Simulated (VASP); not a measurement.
Given:

```xyz
7
Lattice="4.6426 0.0000 0.0000 0.0000 4.6426 0.0000 0.0000 0.0000 7.5303" Properties=species:S:1:pos:R:3 pbc="T T T"
La     0.0000     0.0000     0.0000
In     2.3213     2.3213     0.0000
In     2.3213     0.0000     5.2127
In     2.3213     0.0000     2.3176
In     0.0000     2.3213     5.2127
In     0.0000     2.3213     2.3176
Rh     0.0000     0.0000     3.7652
```

Method: PBEsol GGA, VASP's PBE PAW potentials (set 64) (plane waves; VASP 6.6.1). Numerical set-up: 300 eV cut-off, 5×5×3 Γ-centred mesh, Fermi-Dirac smearing of 0.050 eV, potentials La In_d Rh_pv.

Question: Give the energies of bands 40 to 53 at the high-symmetry points, in eV from the Fermi level.

Answer: 
```json
[
 {"band": "40", "Γ": "-1.98", "X": "-2.59", "M": "-2.54", "Z": "-2.47", "R": "-2.41", "A": "-2.56"},
 {"band": "41", "Γ": "-1.84", "X": "-2.50", "M": "-2.31", "Z": "-1.98", "R": "-2.02", "A": "-2.30"},
 {"band": "42", "Γ": "-1.49", "X": "-2.02", "M": "-1.89", "Z": "-1.75", "R": "-1.79", "A": "-1.88"},
 {"band": "43", "Γ": "-1.49", "X": "-1.76", "M": "-1.45", "Z": "-1.75", "R": "-1.42", "A": "-1.55"},
 {"band": "44", "Γ": "-0.93", "X": "-0.99", "M": "-1.45", "Z": "-1.21", "R": "-1.12", "A": "-1.55"},
 {"band": "45", "Γ": "0.69", "X": "0.60", "M": "-1.33", "Z": "-0.09", "R": "-0.41", "A": "-1.24"},
 {"band": "46", "Γ": "0.69", "X": "0.80", "M": "-1.30", "Z": "0.37", "R": "-0.05", "A": "-0.94"},
 {"band": "47", "Γ": "1.18", "X": "1.29", "M": "-1.30", "Z": "0.37", "R": "0.25", "A": "-0.94"},
 {"band": "48", "Γ": "1.41", "X": "1.69", "M": "0.19", "Z": "2.14", "R": "1.25", "A": "0.67"},
 {"band": "49", "Γ": "1.41", "X": "1.88", "M": "2.14", "Z": "2.14", "R": "1.75", "A": "1.79"},
 {"band": "50", "Γ": "1.41", "X": "2.08", "M": "2.14", "Z": "2.33", "R": "1.87", "A": "1.79"},
 {"band": "51", "Γ": "1.82", "X": "2.08", "M": "2.33", "Z": "2.33", "R": "2.27", "A": "2.23"},
 {"band": "52", "Γ": "2.33", "X": "2.38", "M": "2.33", "Z": "2.34", "R": "2.39", "A": "2.32"},
 {"band": "53", "Γ": "2.37", "X": "2.42", "M": "2.35", "Z": "2.55", "R": "2.45", "A": "2.33"}
]
```

It has no gap at this level: it comes out as a metal or semimetal.

The structure comes from a computed database's LaIn5Rh entry (P4/mmm); how it stands against other phases isn't given here. The cell was not relaxed at this level. The electron count is odd and the run is not spin-polarised, which forces a metal.
